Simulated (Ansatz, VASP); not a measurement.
## Cross-check of Bi6Te35O79 (amorphous Bi5.0O65.8Te29.2) between VASP and Ansatz

Aim: how closely do two programs agree when they are given the same cell, functional and k mesh? The cell is taken from a series of runs on this material, whose earlier steps may have relaxed or scaled it; both programs get it as it stands.

Calculated with Ansatz 0.2.0; plane waves, with VASP 6.6.1 beside it; single point at PBEsol.

## Step 1: Set-up

The cell holds 120 atoms: 6 Bi, 79 O and 35 Te. Its edges and angles: a = 12.679 Å, b = 12.679 Å, c = 12.679 Å, α = 90.0°, β = 90.0°, γ = 90.0°. 120 atoms (6 Bi, 79 O, 35 Te) packed at random and pushed apart as soft spheres at 5.69 g/cm^3; MD (Langevin at fixed volume unless said) with the MACE-MP-0b2 small potential (Batatia et al., arXiv:2401.00096), steps of 2 fs: 1 ps at 1800 K, 1800 to 1350 K in 0.6 ps, 1350 to 300 K in 6 ps; then atoms relaxed; then 150 steps at 300 K.

## Step 2: VASP: single point, PBEsol

With cell and atoms fixed, the geometry can't cause a difference; cores, projectors, grids and the points listed under the comparison can.

Lines of VASP's logs that name or quote its potential files are left out, and so is its time.

The input, INCAR:

```
SYSTEM = Bi6Te35O79
PREC = Accurate
ENCUT = 520
EDIFF = 1E-05
NELM = 100
ISMEAR = -1
SIGMA = 0.025
LREAL = Auto
ALGO = Fast
GGA = PS
NBANDS = 471
LORBIT = 11
LWAVE = .FALSE.
LCHARG = .FALSE.
ISIF = 2
```

The input, POSCAR:

```
Bi6Te35O79
1.0
   12.6787500000      0.0000000000      0.0000000000
    0.0000000000     12.6787500000      0.0000000000
    0.0000000000      0.0000000000     12.6787500000
Bi O Te
6 79 35
Direct
    0.7392600000      0.7942200000      0.5700400000
    0.2252600000      0.3123400000      0.0907500000
    0.5108400000      0.9425900000      0.2048400000
    0.2448000000      0.9957200000      0.0256400000
    0.1638700000      0.0461200000      0.6589200000
    0.3720300000      0.7456400000      0.4467300000
    0.1427200000      0.6885900000      0.1356500000
    0.1789700000      0.4166500000      0.8209100000
    0.9800900000      0.7839100000      0.2177800000
    0.7910200000      0.0929400000      0.2999700000
    0.6300900000      0.6501600000      0.4651700000
    0.2369200000      0.7826200000      0.3241800000
    0.0305800000      0.3097400000      0.2191500000
    0.2802100000      0.1289400000      0.5413100000
    0.4112400000      0.7601100000      0.6795700000
    0.1210200000      0.4548700000      0.0433500000
    0.2966800000      0.1007300000      0.8066600000
    0.4435100000      0.6246500000      0.3515800000
    0.7486200000      0.5528900000      0.2748500000
    0.1663400000      0.2279900000      0.9516800000
    0.0069500000      0.9233100000      0.6558900000
    0.4619900000      0.6529400000      0.8496800000
    0.6892900000      0.6733500000      0.9932200000
    0.5358700000      0.5345600000      0.1695900000
    0.3621100000      0.2160200000      0.1639600000
    0.8953600000      0.9900400000      0.1165800000
    0.6759100000      0.0822900000      0.5244000000
    0.9633400000      0.5587900000      0.4428000000
    0.9893700000      0.4964300000      0.6705600000
    0.2065800000      0.8306200000      0.9707200000
[... 84 atom lines left out ...]
    0.4286600000      0.0964800000      0.5295900000
    0.6842300000      0.8234400000      0.0326000000
    0.0372100000      0.8473100000      0.5256200000
    0.9416700000      0.4377100000      0.3436500000
    0.4394600000      0.3708200000      0.6021900000
    0.7079400000      0.5090300000      0.4889400000
```

The input, KPOINTS:

```
Automatic mesh
0
Gamma
1 1 1
0 0 0
```

The projector-augmented-wave data sets are Bi_d, O and Te (PBE family, release 64).

The run is started by

```console
$ export OMP_NUM_THREADS=5
$ mpirun -np 1 vasp_gam
```

Numbers of over 12 decimals in the logs are rounded to 6 here.

What it wrote:

```text
[banner, memory and clock lines left out]
running    1 mpi-ranks, on    1 nodes
[...]
Offloading initialized ...    1 GPUs detected
[...]
|                                                                             |
|               ----> ADVICE to this user running VASP <----                  |
|                                                                             |
|     You enforced a specific xc type in the INCAR file but a different       |
|     [... a line on the potential file left out ...]
|     I HOPE YOU KNOW WHAT YOU ARE DOING!                                     |
|                                                                             |

 LDA part: xc-table for (Slater+PW92), standard interpolation
 POSCAR, INCAR and KPOINTS ok, starting setup
[...]
entering main loop
       N       E                     dE             d eps       ncg     rms          rms(c)
DAV:   1     0.905604360885E+04    0.90560E+04   -0.41728E+05   950   0.168E+03
DAV:   2     0.555689605587E+03   -0.85004E+04   -0.81128E+04  1110   0.412E+02
DAV:   3    -0.716693752587E+03   -0.12724E+04   -0.12328E+04  1069   0.178E+02
DAV:   4    -0.813442121617E+03   -0.96748E+02   -0.95425E+02  1276   0.526E+01
[...]
RMM:  15    -0.675521768685E+03   -0.11263E-03   -0.10619E-03  1609   0.370E-02    0.139E-01
RMM:  16    -0.675521808149E+03   -0.39463E-04   -0.35045E-04  1352   0.240E-02    0.923E-02
RMM:  17    -0.675521814586E+03   -0.64375E-05   -0.99120E-05  1224   0.117E-02
   1 F= -.67552181E+03 E0= -.67552181E+03  d E =-.271383E-10
```

From OUTCAR (step 2):

```text
  Total       -0.7650774    -15.1979415    -32.1209905      2.9344659      4.9758022      5.6309489
  in kB       -0.6014321    -11.9471973    -25.2505124      2.3068021      3.9115094      4.4265243
  external PRESSURE =     -12.5997140 kB  Pullay stress =       0.0000000 kB

 POSITION                                       TOTAL-FORCE (eV/Angst)
 -----------------------------------------------------------------------------------
      9.37289     10.06972      7.22739         0.074777     -0.227217      0.780390
      2.85602      3.96008      1.15060        -0.346237      0.380208     -0.653458
      6.47681     11.95086      2.59712         1.030104      0.548082      1.258805
      3.10376     12.62448      0.32508        -1.409481     -0.015381     -0.278931
      2.07767      0.58474      8.35428        -0.735046     -0.409369      0.194128
      4.71688      9.45378      5.66398         0.071194      0.738028      0.138554
[...]
12.22827      4.98807     11.36929         0.501894     -0.414427     -0.036727
      6.94187     10.25609      1.32696         0.298426     -0.449711     -0.238462
      1.19840      2.68384      7.25922         0.823162     -0.913506      0.202898
     10.36399      3.34922     12.67583        -0.030912     -0.326564      0.216166
     11.41962      0.96333     10.43677        -0.694752     -0.540819     -0.267746
      5.04297     11.49544     10.82334        -0.158577      0.140196     -0.170305
      7.66405      2.76612     11.40973        -0.174156     -0.058868     -0.271265
[...]
-----------------------------------------------------------------------------------
    total drift:                               -0.003552      0.051521     -0.075460

  FREE ENERGIE OF THE ION-ELECTRON SYSTEM (eV)
  ---------------------------------------------------
  free  energy   TOTEN  =      -675.5218145861 eV

  energy  without entropy=     -675.5218145861  energy(sigma->0) =     -675.52181459

[... 3 further parts left out ...]
[key lines of the parts left out:]
E-fermi :   4.6335
```

The run ends at a pressure of -1.26 GPa, with forces up to 2.8 eV/Å.

## Step 3: Ansatz: single point, PBEsol

Ansatz runs on its default PAW (the set named soft_2) files.

The same cell, functional, mesh and smearing now go to Ansatz, which takes its cutoff from its data sets.

The input, input.yaml:

```yaml
crystal:
  lattice:
    - [12.67875, 0.0, 0.0]
    - [0.0, 12.67875, 0.0]
    - [0.0, 0.0, 12.67875]
  atoms:
    - { symbol: Bi, position: [0.73926, 0.79422, 0.57004] }
    - { symbol: Bi, position: [0.22526, 0.31234, 0.09075] }
    - { symbol: Bi, position: [0.51084, 0.94259, 0.20484] }
    - { symbol: Bi, position: [0.2448, 0.99572, 0.02564] }
    - { symbol: Bi, position: [0.16387, 0.04612, 0.65892] }
    - { symbol: Bi, position: [0.37203, 0.74564, 0.44673] }
    - { symbol: O, position: [0.14272, 0.68859, 0.13565] }
    - { symbol: O, position: [0.17897, 0.41665, 0.82091] }
    - { symbol: O, position: [0.98009, 0.78391, 0.21778] }
    - { symbol: O, position: [0.79102, 0.09294, 0.29997] }
    - { symbol: O, position: [0.63009, 0.65016, 0.46517] }
    - { symbol: O, position: [0.23692, 0.78262, 0.32418] }
    - { symbol: O, position: [0.03058, 0.30974, 0.21915] }
    - { symbol: O, position: [0.28021, 0.12894, 0.54131] }
    - { symbol: O, position: [0.41124, 0.76011, 0.67957] }
    - { symbol: O, position: [0.12102, 0.45487, 0.04335] }
    - { symbol: O, position: [0.29668, 0.10073, 0.80666] }
    - { symbol: O, position: [0.44351, 0.62465, 0.35158] }
    - { symbol: O, position: [0.74862, 0.55289, 0.27485] }
    - { symbol: O, position: [0.16634, 0.22799, 0.95168] }
    - { symbol: O, position: [0.00695, 0.92331, 0.65589] }
    - { symbol: O, position: [0.46199, 0.65294, 0.84968] }
    - { symbol: O, position: [0.68929, 0.67335, 0.99322] }
    - { symbol: O, position: [0.53587, 0.53456, 0.16959] }
    - { symbol: O, position: [0.36211, 0.21602, 0.16396] }
    - { symbol: O, position: [0.89536, 0.99004, 0.11658] }
    - { symbol: O, position: [0.67591, 0.08229, 0.5244] }
    - { symbol: O, position: [0.96334, 0.55879, 0.4428] }
    - { symbol: O, position: [0.98937, 0.49643, 0.67056] }
    - { symbol: O, position: [0.20658, 0.83062, 0.97072] }
[... 84 atom lines left out ...]
    - { symbol: Te, position: [0.42866, 0.09648, 0.52959] }
    - { symbol: Te, position: [0.68423, 0.82344, 0.0326] }
    - { symbol: Te, position: [0.03721, 0.84731, 0.52562] }
    - { symbol: Te, position: [0.94167, 0.43771, 0.34365] }
    - { symbol: Te, position: [0.43946, 0.37082, 0.60219] }
    - { symbol: Te, position: [0.70794, 0.50903, 0.48894] }
kpoints:
  mp_grid: { grid: [1, 1, 1] }
hamiltonian:
  xc: pbesol
scf:
  occupations: { method: fermi_dirac, width: 0.025 }
output:
  forces: true
```

The run is started by

```console
$ ansatz run input.yaml --threads 8 --pin off --max-ram 15872MiB --backend cpu --events-out ev --progress --plain --runs-dir out
```

What it wrote:

```text
Engine: ansatz 0.2.0, aarch64-unknown-linux-gnu
Pseudopotentials: kind: paw
Pseudopotential: Bi, paw, valence charge 15, recommended cutoff 420 eV (normal), Bi.paw.azcp
Pseudopotential: O, paw, valence charge 6, recommended cutoff 420 eV (normal), O.paw.azcp
Pseudopotential: Te, paw, valence charge 16, recommended cutoff 420 eV (normal), Te.paw.azcp
Functional definition: PBEsol
  exchange = pbesol_x
  correlation = pbesol_c
Crystal: 120 atoms, lattice volume = 2038.118 Å³
Basis set: ecut = 420 eV, 39607 PW (Γ), exchange–correlation on 180×180×180 points (8 copies of the dense FFT grid, shifted against one another)
Bands: 682, of which v1, the nominal top of the filled ones, is band 562 counted from 1 (561 counted from 0)
Symmetry: 1 space group operations
Space group: P1 (ITA 1), of the structure as read, at distance tolerance 1.3e-4 Å
k-points: 1
Non-local potential: Bi, projectors of the file, l = 0: 2, l = 1: 2, l = 2: 2, l = 3: 2
Non-local potential: O, projectors of the file, l = 0: 2, l = 1: 2, l = 2: 1
Non-local potential: Te, projectors of the file, l = 0: 2, l = 1: 2, l = 2: 2, l = 3: 2
PAW form: soft (Blöchl's): semilocal exchange-correlation on the pseudo side does not see the compensation charge
PAW frozen core: Bi, regenerated for the run's functional, and the local potential with it (the file was generated under x = pbe(κ = 0.804, μ = 0.219515), c = pbe(β = 0.066725))
PAW frozen core: O, regenerated for the run's functional, and the local potential with it (the file was generated under x = pbe(κ = 0.804, μ = 0.219515), c = pbe(β = 0.066725))
PAW frozen core: Te, regenerated for the run's functional, and the local potential with it (the file was generated under x = pbe(κ = 0.804, μ = 0.219515), c = pbe(β = 0.066725))
PAW one-centre angular grid: Bi, 590 points (default); XC on 64 Gauss nodes
PAW one-centre angular grid: O, 110 points (default); XC on 64 Gauss nodes
PAW one-centre angular grid: Te, 590 points (default); XC on 64 Gauss nodes
Initial density: superposition of atomic densities (neutral atoms: chi_scale 0, normalization atom), corrected by the library's trained network
Initial wavefunctions: pseudopotential atomic-orbital guess
Functional: x = pbesol(κ = 0.804, μ = 0.123457), c = pbesol(β = 0.046)
SCF iter   1: F=—  HF=-359224.179773 eV  |F-HF|=—  |Δ(HF+E_count)|=         —  Δρ=1.32e-2  dr2=3.18e0  ethr=1.77e-3  ⟨swp⟩=6.0  Hψ=2736  notcnv=0  defer=1
preconditioner: auto → Resta (q_TF=auto, 2.471 Å⁻¹)  ε∞=4.1  [insulator: Δε(μ)=1.816 eV  Ē_g=12.912 eV  σ=0.025 eV  W_gap=1.00  n_scr=484 (ndim 8)  ℏωp=22.9 eV  f_vac=0.142  D(μ)=0.00/eV (n_scr^D=0)  ε∞_Penn≈4.1]
SCF iter   2: F=—  HF=-359223.462166 eV  |F-HF|=—  |Δ(HF+E_count)|=   7.18e-1  Δρ=3.93e-3  dr2=2.56e-1  ethr=2.83e-4  ⟨swp⟩=2.0  Hψ=1092  notcnv=0  defer=116
SCF iter   3: F=—  HF=-359223.416098 eV  |F-HF|=—  |Δ(HF+E_count)|=   4.61e-2  Δρ=1.46e-3  dr2=4.68e-2  ethr=2.27e-5  ⟨swp⟩=2.0  Hψ=873  notcnv=0  defer=86
automatic band count: iteration 3 solves 652 bands in place of 682: the levels show a gap, and the empty bands left out lie too high to hold charge; the band table lists the bands solved (type scf.n_extra_bands for more)
SCF iter   4: F=—  HF=-359223.415752 eV  |F-HF|=—  |Δ(HF+E_count)|=   3.46e-4  Δρ=1.03e-3  dr2=2.09e-2  ethr=4.16e-6  ⟨swp⟩=2.0  Hψ=864  notcnv=0  defer=86
SCF iter   5: F=—  HF=-359223.413233 eV  |F-HF|=—  |Δ(HF+E_count)|=   2.52e-3  Δρ=2.33e-4  dr2=1.36e-3  ethr=1.86e-6  ⟨swp⟩=2.0  Hψ=876  notcnv=0  defer=86
SCF iter   6: F=—  HF=-359223.413690 eV  |F-HF|=—  |Δ(HF+E_count)|=   4.58e-4  Δρ=1.82e-4  dr2=7.23e-4  ethr=1.21e-7  ⟨swp⟩=2.0  Hψ=953  notcnv=0  defer=86
SCF iter   7: F=—  HF=-359223.413660 eV  |F-HF|=—  |Δ(HF+E_count)|=   3.02e-5  Δρ=5.28e-5  dr2=6.35e-5  ethr=6.43e-8  ⟨swp⟩=2.0  Hψ=849  notcnv=0  defer=86
SCF iter   8: F=—  HF=-359223.414633 eV  |F-HF|=—  |Δ(HF+E_count)|=   9.73e-4  Δρ=3.62e-5  dr2=3.01e-5  ethr=5.65e-9  ⟨swp⟩=2.0  Hψ=1066  notcnv=0  defer=86
SCF iter   9: F=—  HF=-359223.414640 eV  |F-HF|=—  |Δ(HF+E_count)|=   6.71e-6  Δρ=1.54e-5  dr2=5.30e-6  ethr=2.68e-9  ⟨swp⟩=2.0  Hψ=923  notcnv=0  defer=86
SCF iter  10: F=—  HF=-359223.414641 eV  |F-HF|=—  |Δ(HF+E_count)|=   1.66e-6  Δρ=5.82e-6  dr2=1.03e-6  ethr=4.71e-10  ⟨swp⟩=2.0  Hψ=853  notcnv=0  defer=86
SCF iter  11: F=—  HF=-359223.414643 eV  |F-HF|=—  |Δ(HF+E_count)|=   1.46e-6  Δρ=5.94e-6  dr2=7.65e-7  ethr=9.13e-11  ⟨swp⟩=2.0  Hψ=923  notcnv=0  defer=86
SCF iter  12: F=-359223.414643 eV  HF=-359223.414643 eV  |F-HF|=7.36e-8  |Δ(HF+E_count)|=   1.11e-7  Δρ=1.77e-6  dr2=7.52e-8  ethr=8.90e-12  ⟨swp⟩=3.0  Hψ=1987  notcnv=0
SCF 1 converged in 12 iterations: F = -359223.414643 eV  dr2 = 7.52e-8
  greatest PAW one-centre occupation: 0.999 electrons in one spin orbital (limit 2), on the Te atom at site 97 (counted from 0), in its partial waves of l = 2
SCF converged after 12 iterations
Free energy (F): -359223.414643 eV
Harris-Foulkes:  -359223.414643 eV  (|F-HF|=7.36e-8)
Internal energy: -359223.414643 eV  (E = F + TS)
E sigma→0 (E₀):  -359223.414643 eV
Fermi energy:    7.820205 eV
--- Per-component energies (eV) ---
  E_band       = -11995.975183
  E_kinetic    = 21900.554278
  E_local      = -96092.487733  (includes V_loc(G=0)·N_el)
  E_nonlocal   = -3565.260337
  E_hartree    = 47730.839853
  E_xc         = -10951.125424
  E_vxc        = -11860.733190  (∫ρ·V_xc dr)
  E_paw        = -235547.007517  (= ΣΔE_a)
  E_vpaw       = -17839.888743  (= ΣTr[D̂ρ^β])
  E_aug_tail   = 0.180163  (compensation charges beyond the density's cutoff)
  E_ewald      = -82715.552715
  E_core_change = 16.444790  (= ΣΔE_core)
  E_smearing   = -0.000000  (= −TS)
  E_closure    = -0.000000  (closes the sum)
  Σ components = -359223.414643   (vs F -359223.414643, Δ=0.00e0)
--- Forces (eV/Å), atoms counted from 1 ---
  atom   1  Bi     0.09684544    -0.26636001     0.82572084
  atom   2  Bi    -0.35063650     0.34213669    -0.67549684
  atom   3  Bi     1.03951801     0.49613060     1.23772595
  atom   4  Bi    -1.44663949    -0.10325764    -0.25366102
  atom   5  Bi    -0.72634895    -0.40374901     0.18629480
  atom   6  Bi     0.04204881     0.69386561     0.10840984
  atom   7  O      0.53272928    -1.27991154     1.18966295
  atom   8  O     -0.81430878     0.16066406     0.21117567
  atom   9  O      0.10380322    -0.15186277    -0.12083004
  atom  10  O     -0.79403874     0.35841804     0.44677269
  atom  11  O     -0.53147200     0.52199156    -0.30520524
  atom  12  O      0.55555177     0.97829046     0.41476254
  atom  13  O      0.20536945    -0.69669473     0.10060598
  atom  14  O     -0.66205726    -0.25467370     0.04058152
  atom  15  O     -0.73740720     0.51707906    -0.02604054
  atom  16  O     -0.52411474     0.39811628    -1.31133218
  atom  17  O      1.01417082    -1.01802616    -0.49628992
  atom  18  O     -0.14786963    -0.50165168    -0.32157737
  atom  19  O      0.17995066    -0.81483965     0.11947766
  atom  20  O     -0.08267913    -0.07181892    -0.77182498
  atom  21  O      0.60564558    -0.41319240    -0.02517004
  atom  22  O     -0.08141087    -0.13924734    -0.17462216
  atom  23  O      0.57194054    -0.41970590    -0.42153714
  atom  24  O     -0.13366394    -0.22562132     0.77393798
[...]
atom 113  Te     0.22155362     0.30233343    -0.14679568
  atom 114  Te     0.41122846     0.44926517     1.01961319
  atom 115  Te     1.13867303     0.59951837    -0.41291773
  atom 116  Te     0.90314239     0.53850014     0.21907692
  atom 117  Te     0.07109686     2.61388521     0.35503470
  atom 118  Te     0.99891190    -0.65389680     0.90623691
  atom 119  Te    -0.84415707    -0.38192241    -0.96372466
  atom 120  Te    -1.19464566    -1.56348389     0.26090047
  max |Σ_I F_I| component: 7.85e-5 eV/Å
```

In the SCF lines HF is the Harris–Foulkes energy and dr2 the Hartree energy of the density residual, in eV; the loop may stop once dr2 is under the threshold and the program's other checks hold. Hψ counts applications of the Hamiltonian.

## Step 4: Differences

Known differences besides the PAW data sets themselves: the data sets hold 1124 valence electrons in Ansatz (default PAW (the set named soft_2) files) and 774 in VASP; the cutoff is 420 eV in Ansatz and 520 eV in VASP (PREC = Accurate, projectors in real space); Ansatz makes its cores anew for this functional, VASP keeps those of its PBE data sets; VASP leaves aspherical gradient terms in its spheres out (LASPH is not set), Ansatz keeps them. Total energies have different zeros and are not compared.

Compared:

| quantity | Ansatz | VASP | difference |
| --- | --- | --- | --- |
| gap on the k mesh (eV) | 1.822 | 1.794 | +0.028 |

Forces on 10 of the 120 atoms, picked by the larger force of the two programs (eV/Å; atoms numbered as in POSCAR):

| atom | Ansatz x, y, z | VASP x, y, z |
| --- | --- | --- |
| O7 | 0.533, -1.280, 1.190 | 0.595, -1.370, 1.259 |
| O47 | -0.932, -1.227, -1.420 | -1.000, -1.381, -1.480 |
| O83 | -1.562, -0.225, -0.390 | -1.762, -0.318, -0.289 |
| Te94 | -0.874, -0.843, -1.429 | -0.861, -0.941, -1.309 |
| Te97 | 1.021, -1.377, -0.826 | 0.975, -1.299, -0.809 |
| Te107 | 0.640, 0.256, 1.554 | 0.633, 0.466, 1.615 |
| Te108 | -0.155, 1.750, 0.788 | -0.207, 1.687, 0.726 |
| Te109 | 0.460, 2.693, 0.136 | 0.343, 2.749, 0.053 |
| Te117 | 0.071, 2.614, 0.355 | 0.168, 2.480, 0.368 |
| Te120 | -1.195, -1.563, 0.261 | -1.089, -1.551, 0.208 |

The forces differ by 70 meV/Å r.m.s., which is 10.9 % of the r.m.s. force of 0.64 eV/Å (both taken over all components).

## Step 5: Summary of results

```yaml
r_m_s_force_difference_single_point_pbesol: 11 % of the r.m.s. force
```

In words: The r.m.s. force difference is 11 % of the r.m.s. force (single point, PBEsol), beyond the 3 % picked in this series as the mark of a large difference. No further run was made for the single point, PBEsol pair; the unlike valence counts (1124 against 774 electrons) are a candidate cause, untested here. Differences of this kind measure data sets and numerical settings, not the functional's error against experiment.

[Lines on the potential files, build, host, timing and source positions are cut from VASP's logs without a mark.]

[Logs are printed without paths, hosts, clocks, repeated set-up lines and the standing remarks that a program may print on its own settings, such as how far it seeks lower states.]

[Hosts, paths, dates, database ids (printed as entryN), source tags and the programs' standing remarks are cut or masked in the printed files.]
